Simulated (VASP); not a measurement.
Write the native input for VASP 6.6.1 that does the following.

| Quantity | Value |
| --- | --- |
| Task | band structure |
| Functional | PBE |
| Potentials or basis | VASP PAW PBE potentials, release 64 (Zn, C) |
| Cutoff | 900 eV |
| k mesh | 5 × 5 × 5 |
| Occupations | fermi-dirac, width 0.05 eV |
| Spin | no spin polarisation |
| Further INCAR settings | ALGO = Fast; EDIFF = 1e-07 |

The system is Zn6C.

```
Zn C
1.0
    -3.15731    3.15731    3.15731
     3.15731   -3.15731    3.15731
     3.15731    3.15731   -3.15731
Zn C
6 1
Direct
  0.00000 0.32045 0.32045
  0.00000 0.67955 0.67955
  0.32045 0.00000 0.32045
  0.67955 0.00000 0.67955
  0.32045 0.32045 0.00000
  0.67955 0.67955 0.00000
  0.00000 0.00000 0.00000
```

The cell was built by a generator and needn't be a form met in nature.

One way to write it, as run:

POSCAR

```
Zn6C
1.0
   -3.1573100000      3.1573100000      3.1573100000
    3.1573100000     -3.1573100000      3.1573100000
    3.1573100000      3.1573100000     -3.1573100000
Zn C
6 1
Direct
    0.0000000000      0.3204500000      0.3204500000
    0.0000000000      0.6795500000      0.6795500000
    0.3204500000      0.0000000000      0.3204500000
    0.6795500000      0.0000000000      0.6795500000
    0.3204500000      0.3204500000      0.0000000000
    0.6795500000      0.6795500000      0.0000000000
    0.0000000000      0.0000000000      0.0000000000
```

INCAR.step1

```
SYSTEM = Zn6C
PREC     = Accurate       ! precision mode
ENCUT    = 900            ! plane-wave cutoff, eV
EDIFF    = 1E-7           ! SCF threshold, eV
ISMEAR   = -1             ! smearing method
SIGMA    = 0.05           ! smearing width, eV
LREAL    = .False.        ! projectors in reciprocal space
LASPH    = .True.         ! aspherical terms in the spheres
NELM     = 80             ! most SCF steps
ALGO     = Fast           ! electronic algorithm
ISIF     = 2              ! what is computed and relaxed
LWAVE    = .False.        ! write WAVECAR
LCHARG   = .True.         ! write CHGCAR
GGA      = PE             ! functional
```

KPOINTS.step1

```
regular mesh
0
Gamma
  5 5 5
  0 0 0
```

INCAR.step2

```
SYSTEM = Zn6C
PREC     = Accurate       ! precision mode
ENCUT    = 900            ! plane-wave cutoff, eV
EDIFF    = 1E-7           ! SCF threshold, eV
ISMEAR   = 0              ! smearing method
SIGMA    = 0.05           ! smearing width, eV
LREAL    = .False.        ! projectors in reciprocal space
LASPH    = .True.         ! aspherical terms in the spheres
NELM     = 80             ! most SCF steps
ALGO     = Fast           ! electronic algorithm
ISIF     = 2              ! what is computed and relaxed
LWAVE    = .False.        ! write WAVECAR
LCHARG   = .False.        ! write CHGCAR
GGA      = PE             ! functional
ICHARG   = 11             ! starting density
```

KPOINTS.step2

```
path GHNGPH,PN
10
line-mode
reciprocal
 0.0000000000  0.0000000000  0.0000000000  G
 0.5000000000 -0.5000000000  0.5000000000  H

 0.5000000000 -0.5000000000  0.5000000000  H
 0.0000000000  0.0000000000  0.5000000000  N

 0.0000000000  0.0000000000  0.5000000000  N
 0.0000000000  0.0000000000  0.0000000000  G

 0.0000000000  0.0000000000  0.0000000000  G
 0.2500000000  0.2500000000  0.2500000000  P

 0.2500000000  0.2500000000  0.2500000000  P
 0.5000000000 -0.5000000000  0.5000000000  H

 0.2500000000  0.2500000000  0.2500000000  P
 0.0000000000  0.0000000000  0.5000000000  N
```

Potentials or basis: VASP PAW PBE potentials, release 64 (Zn, C).

The run is started by

```sh
$ cat potpaw_PBE.64/Zn/POTCAR potpaw_PBE.64/C/POTCAR > POTCAR
$ cp INCAR.step1 INCAR
$ cp KPOINTS.step1 KPOINTS
$ mpirun -np 1 vasp_std > vasp.out
$ cp INCAR.step2 INCAR
$ cp KPOINTS.step2 KPOINTS
$ mpirun -np 1 vasp_std > vasp.out
```

Results of the run:

- Band gap along the path: none (metal or under the smearing width)

Caveat: the log is that of the step along the path at fixed density, whose energy, stress, charges and moments have no meaning.

Run time: 8.5 min on 1 thread of Intel(R) Xeon(R) 6975P-C (Granite Rapids) (shared host), peak memory 0.75 GiB.
